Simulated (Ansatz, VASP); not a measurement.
# BiAs: VASP beside Ansatz, part 3 of 3

One calculation is typed for both programs; each brings its own data sets and cutoff. How far apart do they land? The cell is invented: As first built, before any earlier steps moved the atoms (in the runner's words): it takes the AsP structure with some of its atoms replaced by other elements, volume scaled by an estimate. It may not be a known or stable phase. The cell is taken from a series of VASP runs on this material, whose earlier steps may have relaxed, scaled or displaced it; both programs get it as it stands.

VASP 6.6.1 and Ansatz 0.2.0.

So far. Step 4 (Comparison): The forces differ by 6.0 meV/Å r.m.s., which is 2.2 % of the r.m.s. force of 0.27 eV/Å (both taken over all components). Among the levels compared at these points, filled levels agree within 42 meV and empty ones within 41 meV.

## Step 6: VASP: band structure, HSEsol

Level of this step: HSEsol; plane waves and PAW (Bi_d, As); invented cell (VASP).

The same cell, functional, mesh and smearing now go to VASP, with its own data sets and cutoff.

The run reads the wave functions of an earlier VASP run, which isn't shown here.

File INCAR:

```
SYSTEM = BiAs
PREC = Accurate
ENCUT = 400
EDIFF = 1E-06
NELM = 100
ISMEAR = 0
SIGMA = 0.02
LREAL = .FALSE.
ALGO = Normal
LHFCALC = .TRUE.
AEXX = 0.25
GGA = PS
HFSCREEN = 0.2
LASPH = .TRUE.
NBANDS = 16
PRECFOCK = Fast
LORBIT = 11
LWAVE = .FALSE.
LCHARG = .FALSE.
KPAR = 4
```

File POSCAR:

```
BiAs
1.0
    2.1264006924      1.2276782936      3.6825905750
   -2.1264006924      1.2276782936      3.6825905750
    0.0000000000     -2.4553565871      3.6825905750
Bi As
1 1
Direct
    0.2317986543      0.2317986543      0.2317986543
    0.7682013457      0.7682013457      0.7682013457
```

File KPOINTS:

```
Automatic mesh
0
Gamma
4 4 4
0 0 0
```

File KPOINTS_OPT:

```
Line mode
6
Line-mode
Reciprocal
  0.00000000   0.00000000   0.00000000 GAMMA
  0.50000000   0.00000000   0.00000000 L

  0.50000000   0.00000000   0.00000000 L
  0.50000000   0.24075861  -0.24075861 B1

  0.75924139   0.50000000   0.24075861 B
  0.50000000   0.50000000   0.50000000 Z

  0.50000000   0.50000000   0.50000000 Z
  0.00000000   0.00000000   0.00000000 GAMMA

  0.00000000   0.00000000   0.00000000 GAMMA
  0.37037930   0.00000000  -0.37037930 X

  0.62962070   0.37037930   0.00000000 Q
  0.50000000   0.50000000   0.00000000 F

  0.50000000   0.50000000   0.00000000 F
  0.62962070   0.62962070   0.24075861 P1

  0.62962070   0.62962070   0.24075861 P1
  0.50000000   0.50000000   0.50000000 Z

  0.50000000   0.00000000   0.00000000 L
  0.75924139   0.37037930   0.37037930 P
```

The projector-augmented-wave data sets are Bi_d and As (PBE family, release 64).

Run with:

```
$ mpirun -np 4 vasp_std
```

Numbers of over 12 decimals in the logs are rounded to 6 here.

The log of the run:

```text
[banner, memory and clock lines left out]
running    4 mpi-ranks, on    1 nodes
[...]
|                                                                             |
|               ----> ADVICE to this user running VASP <----                  |
|                                                                             |
|     You enforced a specific xc type in the INCAR file but a different       |
|     [... a line on the potential file left out ...]
|     I HOPE YOU KNOW WHAT YOU ARE DOING!                                     |
|                                                                             |

 LDA part: xc-table for (Slater+PW92), standard interpolation
 found WAVECAR, reading the header
 POSCAR, INCAR and KPOINTS ok, starting setup
[...]
reading WAVECAR
 the WAVECAR file was read successfully
 initial charge from wavefunction
 entering main loop
       N       E                     dE             d eps       ncg     rms          rms(c)
[...]
DAV:   7    -0.108564915194E+02    0.46031E-05   -0.52135E-06   544   0.138E-02    0.568E-02
DAV:   8    -0.108564906084E+02    0.91098E-06   -0.20300E-06   488   0.723E-03
   1 F= -.10856491E+02 E0= -.10856491E+02  d E =-.950429E-35
 Start KPOINTS_OPT (optional k-point list driver)
k-point batch [1-13\54]
       N       E                     dE             ncg
DAV:   1    -0.409785346888E+03   -0.58925E+04      416
DAV:   2    -0.246900406781E+04   -0.20592E+04      456
DAV:   3    -0.262974442759E+04   -0.16074E+03      504
DAV:   4    -0.263458967597E+04   -0.48452E+01      552
DAV:   5    -0.263472682751E+04   -0.13715E+00      584
DAV:   6    -0.263473523802E+04   -0.84105E-02      656
DAV:   7    -0.263473533774E+04   -0.99725E-04      568
DAV:   8    -0.263473533852E+04   -0.77526E-06      432
[...]
k-point batch [53-54\54]
       N       E                     dE             ncg
DAV:   1     0.576330932721E+04   -0.13306E+04       64
DAV:   2     0.544279855185E+04   -0.32051E+03       72
DAV:   3     0.541938132179E+04   -0.23417E+02       72
DAV:   4     0.541875114975E+04   -0.63017E+00       72
DAV:   5     0.541873156611E+04   -0.19584E-01       80
DAV:   6     0.541873035155E+04   -0.12146E-02       96
DAV:   7     0.541873033675E+04   -0.14803E-04       80
DAV:   8     0.541873033662E+04   -0.13335E-06       64
```

Parts of OUTCAR (step 6):

```text
 POSITION                                       TOTAL-FORCE (eV/Angst)
 -----------------------------------------------------------------------------------
      0.00000      0.00000      2.56086         0.000000     -0.000000     -0.461501
      0.00000      0.00000      8.48691         0.000000      0.000000      0.461501
 -----------------------------------------------------------------------------------
    total drift:                               -0.000000      0.000015     -0.000178

  FREE ENERGIE OF THE ION-ELECTRON SYSTEM (eV)
  ---------------------------------------------------
  free  energy   TOTEN  =       -10.8564906084 eV

  energy  without entropy=      -10.8564906084  energy(sigma->0) =      -10.85649061

[... 2 parts as in an earlier step ...]

[... 1 further part left out ...]
[key lines of the parts left out:]
E-fermi :   5.2433
```

The k-mesh is coarse for exact exchange; levels may shift by about 0.1 eV on a finer one.

## Step 7: Side by side

The two programs side by side:

```tsv
quantity	Ansatz	VASP	difference
gap over the path points (eV)	0.197	0.210	-0.014
```

Forces (eV/Å; atoms numbered as in POSCAR):

```tsv
atom	Ansatz x, y, z	VASP x, y, z
Bi1	0.000, 0.000, -0.466	0.000, 0.000, -0.462
As2	0.000, 0.000, 0.467	0.000, 0.000, 0.462
```

Levels at points of the path, from each program's valence-band top (eV; 4 filled, then empty):

```tsv
k (reciprocal lattice)	Ansatz	VASP
0.000 0.000 0.000	-7.04 -1.69 -1.58 -1.58 3.15 3.95 3.95	-7.06 -1.68 -1.57 -1.57 3.16 3.96 3.96
0.400 0.000 0.000	-10.63 -1.71 -1.66 -0.47 0.65 1.42 1.83	-10.64 -1.70 -1.65 -0.47 0.65 1.43 1.85
0.500 0.000 0.000	-11.43 -1.71 -1.64 -0.14 0.20 1.15 1.66	-11.44 -1.70 -1.62 -0.14 0.21 1.17 1.67
0.500 0.144 -0.144	-11.39 -4.51 -3.31 -1.14 1.37 4.40 5.12	-11.40 -4.50 -3.29 -1.12 1.38 4.40 5.12
0.656 0.500 0.344	-10.47 -4.57 -3.64 -0.20 1.14 4.79 5.19	-10.48 -4.55 -3.63 -0.20 1.15 4.78 5.19
0.552 0.500 0.448	-10.56 -2.35 -1.48 0.00 0.55 1.77 2.73	-10.56 -2.34 -1.47 0.00 0.57 1.78 2.74
0.400 0.400 0.400	-10.19 -1.15 -1.15 -0.74 1.44 1.44 1.49	-10.19 -1.14 -1.14 -0.75 1.45 1.45 1.50
0.000 0.000 0.000	-7.04 -1.69 -1.58 -1.58 3.15 3.95 3.95	-7.06 -1.68 -1.57 -1.57 3.16 3.96 3.96
0.296 0.000 -0.296	-10.99 -4.69 -2.13 -1.96 2.42 2.51 5.64	-11.00 -4.67 -2.12 -1.94 2.43 2.52 5.64
0.552 0.448 0.000	-10.12 -5.58 -3.44 -3.43 3.14 5.64 6.25	-10.13 -5.56 -3.42 -3.41 3.15 5.64 6.26
```

The forces differ by 2.9 meV/Å r.m.s., which is 1.1 % of the r.m.s. force of 0.27 eV/Å (both taken over all components). Among the levels compared at these points, filled levels agree within 20 meV and empty ones within 17 meV.

## Step 8: Outcome

```yaml
difference_in_gap_over_the_path_points_band_structure_pbe0: -0.017 eV
r_m_s_force_difference_band_structure_pbe0: 2.2 % of the r.m.s. force
difference_in_gap_over_the_path_points_band_structure_hsesol: -0.014 eV
```

What this shows: The r.m.s. force difference is 2.2 % of the r.m.s. force (band structure, PBE0), within the 3 % picked in this series as the mark of a large difference. How closely two codes agree says nothing of how well the functional describes the real material.

[Lines on the potential files, build, host, timing and source positions are cut from VASP's logs without a mark.]

[Logs are printed without paths, hosts, clocks, repeated set-up lines and the standing remarks that a program may print on its own settings, such as how far it seeks lower states.]

[Hosts, paths, dates, database ids (printed as entryN), source tags and the programs' standing remarks are cut or masked in the printed files.]
